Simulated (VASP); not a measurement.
A convergence study with VASP on CdS (wurtzite): one setting is varied, all else stays as given below, so the limit is that of these other settings.

```yaml
crystal:
  lattice:
    - [2.07000, -3.58534, 0.00000]
    - [2.07000, 3.58534, 0.00000]
    - [0.00000, 0.00000, 6.72000]
  atoms:
    - { symbol: Cd, position: [0.66667, 0.33333, 0.50000] }
    - { symbol: Cd, position: [0.33333, 0.66667, 0.00000] }
    - { symbol: S, position: [0.66667, 0.33333, 0.87700] }
    - { symbol: S, position: [0.33333, 0.66667, 0.37700] }
```

The numbers are results of LDA (Ceperley-Alder, Perdew-Zunger), VASP's LDA PAW potentials (set 64) (plane waves; VASP), not measurements. The tightest run used: 550 eV cut-off, 15×15×9 Γ-centred mesh, tetrahedra with Blöchl corrections, potentials Cd S.

**Question.** The settings run are 3×3×2 mesh; 4×4×2 mesh; 5×5×3 mesh; 6×6×3 mesh; 7×7×4 mesh; 8×8×5 mesh; 9×9×5 mesh; 10×10×6 mesh; 11×11×6 mesh; 12×12×7 mesh; 13×13×7 mesh; 14×14×8 mesh; 15×15×9 mesh. From which on does the stress (every component) stay within 0.1 GPa of the tightest run?

**Answer.** From 5×5×3 mesh on: it is off by 0.04 there and by no more than 0.1 in any finer run, while 4×4×2 mesh is off by 0.14.
```tsv
setting	E (eV/atom)	pressure (GPa)	irreducible k-points	difference judged (GPa)
3×3×2 mesh	-3.6530	-1.96	6	0.64
4×4×2 mesh	-3.6879	-2.23	8	0.14
5×5×3 mesh	-3.6954	-2.26	10	0.04
6×6×3 mesh	-3.6971	-2.28	14	0.01
7×7×4 mesh	-3.6981	-2.28	24	0.01
8×8×5 mesh	-3.6983	-2.28	30	0.00
9×9×5 mesh	-3.6983	-2.28	36	0.00
10×10×6 mesh	-3.6984	-2.28	56	0.00
11×11×6 mesh	-3.6984	-2.28	64	0.00
12×12×7 mesh	-3.6984	-2.28	76	0.00
13×13×7 mesh	-3.6984	-2.28	84	0.00
14×14×8 mesh	-3.6984	-2.28	120	0.00
15×15×9 mesh	-3.6984	-2.28	135	0.00
```

Left out are rungs that failed or repeat a setting and relaxations that didn't move; long series are thinned to 24 rows.

The compound is CdS in the wurtzite structure. The cell was not relaxed at this level.
